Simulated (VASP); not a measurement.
```
CSi
1.0
    0.00000     2.17968     2.17968
    2.17968     0.00000     2.17968
    2.17968     2.17968     0.00000
Si C
1 1
Cartesian
  0.00000   0.00000   0.00000
  1.08984   1.08984   1.08984
```

Method: PBEsol GGA, VASP's PBE PAW potentials (set 64) (plane waves; VASP 6.6.1). Settings: 520 eV cut-off, Gaussian smearing of 0.050 eV, potentials Si C.

Task: Give the energies of bands 2 to 6 at the high-symmetry points, in eV from the valence-band maximum.

Result: 
```tsv
band	Γ	X	U	L	W
2	0.00	-7.83	-7.30	-8.59	-7.04
3	0.00	-3.21	-5.61	-1.06	-5.05
4	0.00	-3.21	-2.61	-1.06	-4.75
5	6.18	1.24	2.99	5.37	5.12
6	7.24	4.20	7.67	7.14	9.36
```

The gap is indirect, 1.23 eV, from the valence maximum at Γ to the conduction minimum at X.

The structure was generated: SiC was put into the zinc blende type (F-43m), which need not be its known phase. It was relaxed first.
